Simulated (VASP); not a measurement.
Method: PBEsol GGA, VASP's PBE PAW potentials (set 64) (plane waves; VASP).

VASP ran on this input.

### POSCAR
```
Tl2Pd
1
   -3.3560000000     3.3560000000     2.8740000000
    3.3560000000    -3.3560000000     2.8740000000
    3.3560000000     3.3560000000    -2.8740000000
Pd Tl
2 4
Direct
  0.2500000000   0.2500000000   0.0000000000
  0.7500000000   0.7500000000   0.0000000000
  0.6656000000   0.1656000000   0.8312000000
  0.1656000000   0.3344000000   0.5000000000
  0.3344000000   0.8344000000   0.1688000000
  0.8344000000   0.6656000000   0.5000000000
```

**KPOINTS**
```
Automatic mesh
0
Gamma
5 5 5
0 0 0
```

**INCAR**
```
SYSTEM = Tl2Pd
PREC = Accurate; ENCUT = 300; LREAL = .FALSE.
LASPH = .TRUE.
EDIFF = 1E-6; NELM = 100; ALGO = Normal
LMAXMIX = 4
ISMEAR = -1; SIGMA = 0.1
GGA = PS
ISIF = 2
LWAVE = .FALSE.; LCHARG = .FALSE.
```

POTCAR, in this order: Pd Tl_d (PBE.64 set). Program: vasp_std.

Output of the run:

File OSZICAR:
```
       N       E                     dE             d eps       ncg     rms          rms(c)
DAV:   1     0.326799522930E+03    0.32680E+03   -0.28734E+04  1548   0.106E+03
DAV:   2    -0.141599025541E+02   -0.34096E+03   -0.33381E+03  1645   0.285E+02
DAV:   3    -0.239799509385E+02   -0.98200E+01   -0.96935E+01  1741   0.451E+01
DAV:   4    -0.240695967579E+02   -0.89646E-01   -0.89546E-01  1662   0.415E+00
DAV:   5    -0.240707485861E+02   -0.11518E-02   -0.11518E-02  1668   0.512E-01    0.118E+01
DAV:   6    -0.235029164707E+02    0.56783E+00   -0.91403E-01  1611   0.569E+00    0.740E+00
DAV:   7    -0.233800737559E+02    0.12284E+00   -0.50541E-01  1613   0.390E+00    0.207E+00
DAV:   8    -0.233752134611E+02    0.48603E-02   -0.58580E-02  1609   0.148E+00    0.425E-01
DAV:   9    -0.233727494874E+02    0.24640E-02   -0.91887E-03  1632   0.541E-01    0.888E-02
DAV:  10    -0.233727208281E+02    0.28659E-04   -0.58178E-04  1601   0.115E-01    0.536E-02
DAV:  11    -0.233727188936E+02    0.19345E-05   -0.47991E-05  1648   0.424E-02    0.161E-02
DAV:  12    -0.233727170821E+02    0.18115E-05   -0.81495E-06  1560   0.177E-02    0.289E-03
DAV:  13    -0.233727170027E+02    0.79388E-07   -0.43862E-07   861   0.420E-03
   1 F= -.23372717E+02 E0= -.23313043E+02  d E =-.119348E+00
```

**OUTCAR**
```
------------------------ aborting loop because EDIFF is reached ----------------------------------------
  FORCE on cell =-STRESS in cart. coord.  units (eV):
  Direction    XX          YY          ZZ          XY          YZ          ZX
  --------------------------------------------------------------------------------------
  Total        0.0803560      0.0803560      0.3041954      0.0000000     -0.0000000      0.0000000
  in kB        0.9943473      0.9943473      3.7641991      0.0000000     -0.0000000      0.0000000
  external PRESSURE =       1.9176312 kB  Pullay stress =       0.0000000 kB
  volume of cell :      129.48
      direct lattice vectors                 reciprocal lattice vectors
    -3.356000000  3.356000000  2.874000000     0.000000000  0.148986889  0.173973556
     3.356000000 -3.356000000  2.874000000     0.148986889  0.000000000  0.173973556
     3.356000000  3.356000000 -2.874000000     0.148986889  0.148986889  0.000000000
 POSITION                                       TOTAL-FORCE (eV/Angst)
 -----------------------------------------------------------------------------------
      0.00000      0.00000      1.43700         0.000000     -0.000000     -0.000000
      0.00000      0.00000      4.31100         0.000000     -0.000000     -0.000000
      1.11151      4.46751     -0.00000        -0.005310     -0.005310     -0.000000
      2.24449      1.11151      0.00000         0.005310     -0.005310     -0.000000
      2.24449     -1.11151      2.87400         0.005310      0.005310      0.000000
      1.11151      2.24449      2.87400        -0.005310      0.005310      0.000000
 -----------------------------------------------------------------------------------
    total drift:                               -0.000000     -0.000000      0.000000
  FREE ENERGIE OF THE ION-ELECTRON SYSTEM (eV)
  ---------------------------------------------------
  free  energy   TOTEN  =       -23.3727170027 eV

  energy  without entropy=      -23.2533691921  energy(sigma->0) =      -23.31304310
```
(Selected blocks of OUTCAR.)

At this cut-off the stress carries a Pulay error, which pulls relaxed volumes low.

The structure comes from a measured Tl2Pd entry (I4/mcm) of the Crystallography Open Database, whose conditions weren't checked. The cell was not relaxed at this level.
